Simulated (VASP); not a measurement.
```
NbP
1.0
    3.31327     0.00000     0.00000
   -1.65664     2.86938     0.00000
    0.00000     0.00000     3.23359
Nb P
1 1
Direct
  0.00000   0.00000   0.00000
  0.66667   0.33333   0.50000
```

All values below come from PBE GGA, VASP's PBE PAW potentials (set 64) (plane waves; VASP). Settings: 400 eV cut-off, 8×8×7 Γ-centred mesh, Gaussian smearing of 0.050 eV, potentials Nb_sv P.

Q: Give the stress tensor in GPa (positive for a compressed cell).

A: 
```
 7.20   0.00   0.00
 0.00   7.20   0.00
 0.00   0.00  13.45
```
The pressure is its mean diagonal, 9.28 GPa.

The structure was generated: NbP was put into the WC type (P-6m2), which need not be its known phase. The cell was not relaxed at this level.
